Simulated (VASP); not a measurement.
Here is the system:

```xyz
17
Lattice="5.8654 0.0000 0.0000 0.0000 5.8654 0.0000 0.0000 0.0000 20.4179" Properties=species:S:1:pos:R:3 pbc="T T T"
Ag     1.4664     1.4664     7.0984
Ag     4.3991     1.4664     7.0984
Ag     1.4664     4.3991     7.0984
Ag     4.3991     4.3991     7.0984
Ag     0.0000     0.0000     9.1721
Ag     2.9327     0.0000     9.1721
Ag     0.0000     2.9327     9.1721
Ag     2.9327     2.9327     9.1721
Ag     1.4664     1.4664    11.2458
Ag     4.3991     1.4664    11.2458
Ag     1.4664     4.3991    11.2458
Ag     4.3991     4.3991    11.2458
Ag     0.0000     0.0000    13.3196
Ag     2.9327     0.0000    13.3196
Ag     0.0000     2.9327    13.3196
Ag     2.9327     2.9327    13.3196
S      1.4664     1.4664    14.8407
```

Calculation: PBE GGA, VASP's PBE PAW potentials (set 64) (plane waves; VASP). Settings: PREC = Normal, EDIFF = 1E-5, 400 eV cut-off, 5×5×1 Γ-centred mesh, first-order Methfessel-Paxton smearing of 0.10 eV, potentials Ag S.

**Question.** The ions are relaxed. Give the cell that the relaxation ends in.

**Answer.** 
```xyz
17
Lattice="5.8654 0.0000 0.0000 0.0000 5.8654 0.0000 0.0000 0.0000 20.4179" Properties=species:S:1:pos:R:3 pbc="T T T"
Ag     1.4664     1.4664     7.1709
Ag     4.3991     1.4664     7.1299
Ag     1.4664     4.3991     7.1299
Ag     4.3991     4.3991     7.1479
Ag     5.8546     5.8546     9.1747
Ag     2.9436     5.8546     9.1747
Ag     5.8546     2.9436     9.1747
Ag     2.9436     2.9436     9.1747
Ag     1.4664     1.4664    11.1748
Ag     4.3991     1.4664    11.2252
Ag     1.4664     4.3991    11.2252
Ag     4.3991     4.3991    11.3234
Ag     5.8383     5.8383    13.3187
Ag     2.9598     5.8383    13.3187
Ag     5.8383     2.9598    13.3187
Ag     2.9598     2.9598    13.3187
S      1.4664     1.4664    14.6833
```

**Question.** How much energy does the relaxation gain?

**Answer.** The energy (σ→0) changes by -5.6 meV/atom, in 9 ionic steps.

The cell is a thin slab with vacuum, built from Ag (fcc): (100) face, S adsorbed.
